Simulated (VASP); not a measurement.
An input for Quantum ESPRESSO's pw.x (written as the equivalent of a VASP run, and not itself run):

```
&CONTROL
  calculation = 'vc-relax'
  pseudo_dir = './pseudo'
  outdir = './out'
  tprnfor = .true.
  tstress = .true.
  nstep = 40
  forc_conv_thr = 0.00078
/
&SYSTEM
  ibrav = 0
  nat = 1
  ntyp = 1
  ecutwfc = 82
  occupations = 'smearing'
  smearing = 'methfessel-paxton'
  degauss = 0.00735
  input_dft = 'pbesol'
/
&ELECTRONS
  conv_thr = 7.3e-08
  electron_maxstep = 100
/
&IONS
/
&CELL
/
ATOMIC_SPECIES
  Nb 92.906 Nb.upf
CELL_PARAMETERS angstrom
    -1.6338402    1.6338402    1.6338402
     1.6338402   -1.6338402    1.6338402
     1.6338402    1.6338402   -1.6338402
ATOMIC_POSITIONS crystal
  Nb   0.0000000  0.0000000  0.0000000
K_POINTS automatic
  16 16 16 0 0 0
```

### Question
Translate this input to VASP (INCAR, KPOINTS, POSCAR, choice of POTCAR).

### Answer
This is not unique; one that fits is 
### POSCAR
```
Nb
1.0
 -1.6338402153   1.6338402153   1.6338402153
  1.6338402153  -1.6338402153   1.6338402153
  1.6338402153   1.6338402153  -1.6338402153
Nb
1
Direct
  0.0000000000   0.0000000000   0.0000000000
```

INCAR:
```
SYSTEM = Nb
PREC = Accurate
ENCUT = 500
EDIFF = 1E-6
NELM = 100
ALGO = Normal
LREAL = .FALSE.
LASPH = .TRUE.
ISMEAR = 1
SIGMA = 0.1
GGA = PS
LMAXMIX = 4
LWAVE = .FALSE.
LCHARG = .FALSE.
IBRION = 2
ISIF = 3
NSW = 40
EDIFFG = -0.02
```

KPOINTS:
```
Automatic mesh
0
Gamma
 16 16 16
0 0 0
```

POTCAR, in this order: Nb_sv (PBE.64 set). Program: vasp_std.

The two are equivalent in intent, not identical: the potentials are each code's own (VASP's PAW set, PseudoDojo norm-conserving files in pw.x), so ENCUT and ecutwfc are chosen apart and not converted; conv_thr bounds pw.x's estimated SCF error, while EDIFF bounds the energy change between steps; forc_conv_thr acts on force components and is met together with etot_conv_thr.

The compound is Nb in the bcc structure. It was relaxed first.
